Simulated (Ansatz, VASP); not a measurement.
# SnO2: VASP beside Ansatz, part 2 of 2

Aim: how closely do two programs agree when they are given the same cell, functional and k mesh? The cell is taken from a series of runs on this material, whose earlier steps may have relaxed, scaled, displaced or heated it; both programs get it as it stands.

VASP 6.6.1 and Ansatz 0.2.0.

So far: Starting point; Ansatz: G0W0 gap, LDA.

### Step 3. VASP: G0W0 gap, LDA

Level of this step: G0W0 on LDA; plane waves and PAW (Sn_d_GW, O_GW) (VASP).

The same cell, functional (in two slightly different forms) and mesh now go to VASP, with its own data sets.

Lines of VASP's logs that name or quote its potential files are left out, and so is its time.

The run reads the wave functions of an earlier VASP run, which isn't shown here.

Contents of INCAR:

```
SYSTEM = SnO2
PREC = Accurate
ENCUT = 440
ISMEAR = 0
SIGMA = 0.01
LREAL = .FALSE.
GGA = CA
NBANDS = 592
ALGO = EVGW0
NELMGW = 1
ENCUTGW = 140
NOMEGA = 64
PRECFOCK = Fast
NBANDSGW = 64
LWAVE = .FALSE.
LCHARG = .FALSE.
```

Contents of POSCAR:

```
SnO2
1.0
    4.7351461700      0.0000000000      0.0000000000
    0.0000000000      5.7509122300      0.0000000000
    0.0000000000      0.0000000000      5.2733498212
Sn O
4 8
Direct
    0.5000000000      0.6646147171      0.7500000000
    0.0000000000      0.8353852829      0.2500000000
    0.5000000000      0.3353852829      0.2500000000
    0.0000000000      0.1646147171      0.7500000000
    0.7286180175      0.6081109417      0.0787713174
    0.2286180175      0.8918890583      0.9212286826
    0.7713819825      0.8918890583      0.5787713174
    0.2713819825      0.6081109417      0.4212286826
    0.7286180175      0.3918890583      0.5787713174
    0.2286180175      0.1081109417      0.4212286826
    0.7713819825      0.1081109417      0.0787713174
    0.2713819825      0.3918890583      0.9212286826
```

Contents of KPOINTS:

```
Automatic mesh
0
Gamma
4 2 2
0 0 0
```

The projector-augmented-wave data sets are Sn_d_GW and O_GW (LDA family, release 64).

Started as:

```console
$ mpirun -np 8 vasp_std
```

Numbers of over 12 decimals in the logs are rounded to 6 here.

The log of the run:

```text
[banner, memory and clock lines left out]
running    8 mpi-ranks, on    1 nodes
 distrk:  each k-point on    8 cores,    1 groups
 distr:  one band on    1 cores,    8 groups

 POSCAR found type information on POSCAR SnO
 POSCAR found :  2 types and      12 ions
|                                                                             |
|           W    W    AA    RRRRR   N    N  II  N    N   GGGG   !!!           |
|           W    W   A  A   R    R  NN   N  II  NN   N  G    G  !!!           |
|           W    W  A    A  R    R  N N  N  II  N N  N  G       !!!           |
|           W WW W  AAAAAA  RRRRR   N  N N  II  N  N N  G  GGG   !            |
|           WW  WW  A    A  R   R   N   NN  II  N   NN  G    G                |
|           W    W  A    A  R    R  N    N  II  N    N   GGGG   !!!           |
|                                                                             |
|     For optimal performance we recommend to set                             |
|       NCORE = 2 up to number-of-cores-per-socket                            |
|     NCORE specifies how many cores store one orbital (NPAR=cpu/NCORE).      |
|     This setting can greatly improve the performance of VASP for DFT.       |
|     The default, NCORE=1 might be grossly inefficient on modern             |
|     multi-core architectures or massively parallel machines. Do your        |
|     Unfortunately you need to use the default for GW and RPA                |
|     calculations (for HF NCORE is supported but not extensively tested      |
|     yet).                                                                   |
|                                                                             |

|                                                                             |
|           W    W    AA    RRRRR   N    N  II  N    N   GGGG   !!!           |
|           W    W   A  A   R    R  NN   N  II  NN   N  G    G  !!!           |
|           W    W  A    A  R    R  N N  N  II  N N  N  G       !!!           |
|           W WW W  AAAAAA  RRRRR   N  N N  II  N  N N  G  GGG   !            |
|           WW  WW  A    A  R   R   N   NN  II  N   NN  G    G                |
|           W    W  A    A  R    R  N    N  II  N    N   GGGG   !!!           |
|                                                                             |
|     The default for ENCUTGWSOFT is different in this version of VASP.       |
|     please manually set ENCUTGWSOFT =140 in the INCAR file.                 |
|                                                                             |

 LDA part: xc-table for (Slater(with rela. corr.)+CA(PZ))
 , standard interpolation
 found WAVECAR, reading the header
 POSCAR, INCAR and KPOINTS ok, starting setup
 FFT: planning ... GRIDC
 FFT: planning ... GRID_SOFT
 FFT: planning ... GRID
 reading WAVECAR
 the WAVECAR file was read successfully
 initial charge from wavefunction
 available memory per node:     31.96 GB, setting MAXMEM to     32722

 The Fermi energy was updated, please check that it is located mid-gap
 values below the HOMO (VB) or above the LUMO (CB) will cause erroneous energies
 E-fermi :   4.3322

 calculate exact exchange contribution
 the WAVEDER file was read successfully
energies w=
    0.000    0.000    0.537    0.000    1.074    0.000    1.607    0.000
    2.137    0.000    2.663    0.000    3.184    0.000    3.698    0.000
    4.206    0.000    4.707    0.000    5.201    0.000    5.689    0.000
    6.170    0.000    6.644    0.000    7.112    0.000    7.575    0.000
    8.033    0.000    8.487    0.000    8.937    0.000    9.385    0.000
    9.832    0.000   10.277    0.000   10.723    0.000   11.170    0.000
   11.619    0.000   12.072    0.000   12.530    0.000   12.993    0.000
   13.464    0.000   13.945    0.000   14.435    0.000   14.939    0.000
   15.457    0.000   15.991    0.000   16.545    0.000   17.120    0.000
   17.720    0.000   18.349    0.000   19.010    0.000   19.708    0.000
   20.448    0.000   21.237    0.000   22.081    0.000   22.989    0.000
   23.971    0.000   25.040    0.000   26.209    0.000   27.497    0.000
   28.925    0.000   30.522    0.000   32.321    0.000   34.368    0.000
   36.719    0.000   39.452    0.000   42.670    0.000   46.516    0.000
   51.197    0.000   57.014    0.000   64.436    0.000   74.225    0.000
   87.711    0.000  107.442    0.000  138.997    0.000  197.397    0.000
 responsefunction array rank=     552
 LDA part: xc-table for (Slater(with rela. corr.)+CA(PZ))
 , standard interpolation

 min. memory requirement per mpi rank    573.7 MB, per node   4589.9 MB

 allocating   8 responsefunctions rank=   552
 shmem allocating  64 responsefunctions rank=   552
 response function shared by NCSHMEM nodes    1
 Doing            8  frequencies on each core in blocks of           64
NQ=   1    0.0000    0.0000    0.0000,
|.........|.........|.........|.........|.........|.........|.........|.........
 performed       1807000 updates of chi_q(r,r)
 total number of BLAS operations       4233.04 Gflops
NQ=   2    0.2500    0.0000    0.0000,
|.........|.........|.........|.........|.........|.........|.........|.........
 performed       3917000 updates of chi_q(r,r)
 total number of BLAS operations       9175.78 Gflops
NQ=   3    0.5000    0.0000    0.0000,
|.........|.........|.........|.........|.........|.........|.........|.........
 performed       5724000 updates of chi_q(r,r)
 total number of BLAS operations      13424.48 Gflops
NQ=   4    0.0000    0.5000    0.0000,
|.........|.........|.........|.........|.........|.........|.........|.........
 performed       7531000 updates of chi_q(r,r)
 total number of BLAS operations      17456.53 Gflops
NQ=   5    0.2500    0.5000    0.0000,
|.........|.........|.........|.........|.........|.........|.........|.........
 performed       9641000 updates of chi_q(r,r)
 total number of BLAS operations      22128.98 Gflops
NQ=   6    0.5000    0.5000    0.0000,
|.........|.........|.........|.........|.........|.........|.........|.........
 performed      11448000 updates of chi_q(r,r)
 total number of BLAS operations      26222.35 Gflops
NQ=   7    0.0000    0.0000    0.5000,
|.........|.........|.........|.........|.........|.........|.........|.........
 performed      13255000 updates of chi_q(r,r)
 total number of BLAS operations      30533.99 Gflops
NQ=   8    0.2500    0.0000    0.5000,
|.........|.........|.........|.........|.........|.........|.........|.........
 performed      15365000 updates of chi_q(r,r)
 total number of BLAS operations      35495.02 Gflops
NQ=   9    0.5000    0.0000    0.5000,
|.........|.........|.........|.........|.........|.........|.........|.........
 performed      17172000 updates of chi_q(r,r)
 total number of BLAS operations      39527.07 Gflops
NQ=  10    0.0000    0.5000    0.5000,
|.........|.........|.........|.........|.........|.........|.........|.........
 performed      18979000 updates of chi_q(r,r)
 total number of BLAS operations      43870.36 Gflops
NQ=  11    0.2500    0.5000    0.5000,
|.........|.........|.........|.........|.........|.........|.........|.........
 performed      21089000 updates of chi_q(r,r)
 total number of BLAS operations      48868.07 Gflops
NQ=  12    0.5000    0.5000    0.5000,
|.........|.........|.........|.........|.........|.........|.........|.........
 performed      22896000 updates of chi_q(r,r)
 total number of BLAS operations      53148.18 Gflops
 resolving degeneracies of screened two electron integrals

 calculate QP shifts <psi_nk| G(iteration)W_0 |psi_nk>: iteration 1
 entering main loop
```

From OUTCAR (step 3):

```text
ion  position               nearest neighbor table
   1  0.500  0.665  0.750-   6 2.04   7 2.04   5 2.07   8 2.07   9 2.11  12 2.11
   2  0.000  0.835  0.250-   5 2.04   8 2.04   7 2.07   6 2.07  10 2.11  11 2.11
   3  0.500  0.335  0.250-  10 2.04  11 2.04   9 2.07  12 2.07   5 2.11   8 2.11
   4  0.000  0.165  0.750-   9 2.04  12 2.04  11 2.07  10 2.07   6 2.11   7 2.11
   5  0.729  0.608  0.079-   2 2.04   1 2.07   3 2.11
   6  0.229  0.892  0.921-   1 2.04   2 2.07   4 2.11
   7  0.771  0.892  0.579-   1 2.04   2 2.07   4 2.11
   8  0.271  0.608  0.421-   2 2.04   1 2.07   3 2.11
   9  0.729  0.392  0.579-   4 2.04   3 2.07   1 2.11
  10  0.229  0.108  0.421-   3 2.04   4 2.07   2 2.11
  11  0.771  0.108  0.079-   3 2.04   4 2.07   2 2.11
  12  0.271  0.392  0.921-   4 2.04   3 2.07   1 2.11

  LATTYP: Found a simple orthorhombic cell.
 ALAT       =     4.7351461700
 B/A-ratio  =     1.1136614651
 C/A-ratio  =     1.2145163050

 Subroutine GETGRP returns: Found  8 space group operations
 (whereof  2 operations were pure point group operations)

The static configuration has the point symmetry S_2 .
 The point group associated with its full space group is D_2h.

 Found     12 irreducible k-points:

   k-points           NKPTS =     12   k-points in BZ     NKDIM =     16   number of bands    NBANDS=    592

   dimension x,y,z NGX =    32 NGY =   40 NGZ =   36
   dimension x,y,z NGXF=    64 NGYF=   80 NGZF=   72

   ENCUT  =  440.0 eV  32.34 Ry    5.69 a.u.   8.10  9.84  9.02*2*pi/ulx,y,z

   NELECT =     104.0000    total number of electrons

  energy-cutoff  :      440.00
  volume of cell :      143.60
      direct lattice vectors                 reciprocal lattice vectors
     4.735146170  0.000000000  0.000000000     0.211186722  0.000000000  0.000000000
     0.000000000  5.750912230  0.000000000     0.000000000  0.173885457  0.000000000
     0.000000000  0.000000000  5.273349821     0.000000000  0.000000000  0.189632783

 k-points in reciprocal lattice and weights: Automatic mesh
   0.00000000  0.00000000  0.00000000       0.062
   0.25000000  0.00000000  0.00000000       0.125
   0.50000000  0.00000000  0.00000000       0.062
   0.00000000  0.50000000  0.00000000       0.062
   0.25000000  0.50000000  0.00000000       0.125
   0.50000000  0.50000000  0.00000000       0.062
   0.00000000  0.00000000  0.50000000       0.062
   0.25000000  0.00000000  0.50000000       0.125
   0.50000000  0.00000000  0.50000000       0.062
   0.00000000  0.50000000  0.50000000       0.062
   0.25000000  0.50000000  0.50000000       0.125
   0.50000000  0.50000000  0.50000000       0.062

 E-fermi :   4.3322

 QP shifts <psi_nk| G(iteration)W_0 |psi_nk>: iteration 1
 for sc-GW calculations column KS-energies equals QP-energies in previous step
 and V_xc(KS)=  KS-energies - (<T + V_ion + V_H > + <T+V_H+V_ion>^1  + <V_x>^1)
 k-point   1 :       0.0000    0.0000    0.0000
  band No.  KS-energies  QP-energies   sigma(KS)   V_xc(KS)     V^pw_x(r,r')   Z            occupation Imag(sigma)
    ...
     49       3.1412       2.6186     -20.1274     -19.4064     -24.8769       0.7249       2.0000       0.1060
     50       3.6111       3.0438     -20.4813     -19.6979     -25.4736       0.7241       2.0000       0.1042
     51       3.6174       3.0995     -20.4888     -19.7768     -25.2915       0.7274       2.0000       0.0994
     52       3.7225       3.1585     -20.5507     -19.7757     -25.5628       0.7277       2.0000       0.1032
     53       4.9420       5.7813     -14.2705     -15.3285     -10.9840       0.7933       0.0000      -0.0453
     54       9.6710      11.0740     -15.7106     -17.5616     -11.4672       0.7580       0.0000      -0.0858
     55       9.7948      11.2183     -15.1760     -17.0372     -10.8179       0.7648       0.0000      -0.0794
     56      10.2910      11.2662     -11.0558     -12.2794      -6.5800       0.7970       0.0000      -0.0819
    ...

 k-point   2 :       0.2500    0.0000    0.0000
  band No.  KS-energies  QP-energies   sigma(KS)   V_xc(KS)     V^pw_x(r,r')   Z            occupation Imag(sigma)
    ...
     49       3.1624       2.5768     -20.1203     -19.3113     -25.0917       0.7239       2.0000       0.1081
     50       3.3309       2.7691     -20.2038     -19.4291     -25.1046       0.7252       2.0000       0.1063
     51       3.6782       3.0978     -20.4821     -19.6802     -25.5626       0.7239       2.0000       0.1045
     52       3.7217       3.1375     -20.5594     -19.7550     -25.6346       0.7263       2.0000       0.1041
     53       6.3069       7.2442     -15.5752     -16.7754     -12.5395       0.7809       0.0000      -0.0522
     54       8.8122      10.0452     -14.1127     -15.6944      -9.9598       0.7796       0.0000      -0.0684
     55       9.4827      10.7131     -14.1610     -15.7494      -9.8454       0.7747       0.0000      -0.0853
     56       9.5379      10.9446     -15.4059     -17.2447     -11.1802       0.7650       0.0000      -0.0764
    ...

 k-point   3 :       0.5000    0.0000    0.0000
  band No.  KS-energies  QP-energies   sigma(KS)   V_xc(KS)     V^pw_x(r,r')   Z            occupation Imag(sigma)
    ...
     49       3.4788       2.8782     -20.3283     -19.4966     -25.4307       0.7222       2.0000       0.1067
     50       3.4788       2.8782     -20.3283     -19.4966     -25.4307       0.7222       2.0000       0.1067
     51       3.7043       3.1149     -20.5235     -19.7105     -25.6140       0.7249       2.0000       0.1044
     52       3.7043       3.1149     -20.5235     -19.7105     -25.6140       0.7249       2.0000       0.1044
     53       8.1056       9.2753     -15.3050     -16.8110     -11.5139       0.7767       0.0000      -0.0751
     54       8.1056       9.2753     -15.3050     -16.8110     -11.5139       0.7767       0.0000      -0.0751
     55       8.7965      10.0711     -14.5725     -16.2099     -10.4995       0.7784       0.0000      -0.0667
     56       8.7965      10.0711     -14.5725     -16.2099     -10.4995       0.7784       0.0000      -0.0667
    ...

 k-point   4 :       0.0000    0.5000    0.0000
  band No.  KS-energies  QP-energies   sigma(KS)   V_xc(KS)     V^pw_x(r,r')   Z            occupation Imag(sigma)
    ...
     49       2.8512       2.2848     -19.9315     -19.1505     -24.6983       0.7252       2.0000       0.1082
     50       2.8512       2.2848     -19.9315     -19.1505     -24.6983       0.7252       2.0000       0.1082
     51       3.6408       3.0895     -20.4742     -19.7144     -25.4078       0.7257       2.0000       0.1022
     52       3.6408       3.0895     -20.4742     -19.7144     -25.4078       0.7257       2.0000       0.1022
     53       7.6483       8.7754     -15.8616     -17.3170     -12.4764       0.7745       0.0000      -0.0579
     54       7.6483       8.7754     -15.8616     -17.3170     -12.4764       0.7745       0.0000      -0.0579
     55      10.4057      11.9121     -15.5231     -17.5153     -10.9534       0.7561       0.0000      -0.0917
     56      10.4057      11.9121     -15.5231     -17.5153     -10.9534       0.7561       0.0000      -0.0917
    ...

[... 4 further parts left out ...]
```

### Step 4. Comparison

Known differences besides the potentials themselves: the two LDA forms differ slightly; fixed occupations in Ansatz, narrow Gaussian smearing in VASP; the cutoff is 420 eV in Ansatz and 440 eV in VASP; VASP's log shows a relativistic correction to its local exchange, Ansatz's none; Ansatz integrates over frequency by contour deformation, VASP on a grid of NOMEGA points; Ansatz's G0W0 levels solve the quasiparticle equation, VASP's are linearised. Total energies have different zeros and are not compared.

Compared:

| quantity | Ansatz | VASP | difference |
| --- | --- | --- | --- |
| G0W0 gap on the mesh (eV) | 2.60 | 2.62 | -0.02 |
| Kohn-Sham gap under it (eV) | 1.19 | 1.22 | -0.03 |

### Step 5. Outcome

| Item | Value |
| --- | --- |
| difference in G0W0 gap on the mesh (G0W0 gap, LDA) | -0.021 eV |

**Reading.** The difference in G0W0 gap on the mesh is -0.021 eV (G0W0 gap, LDA). How closely two codes agree says nothing of how well the functional describes the real material.

[Lines on the potential files, build, host, timing and source positions are cut from VASP's logs without a mark.]

[Logs are printed without paths, hosts, clocks, repeated set-up lines and the standing remarks that a program may print on its own settings, such as how far it seeks lower states.]

[Hosts, paths, dates, database ids (printed as entryN), source tags and the programs' standing remarks are cut or masked in the printed files.]
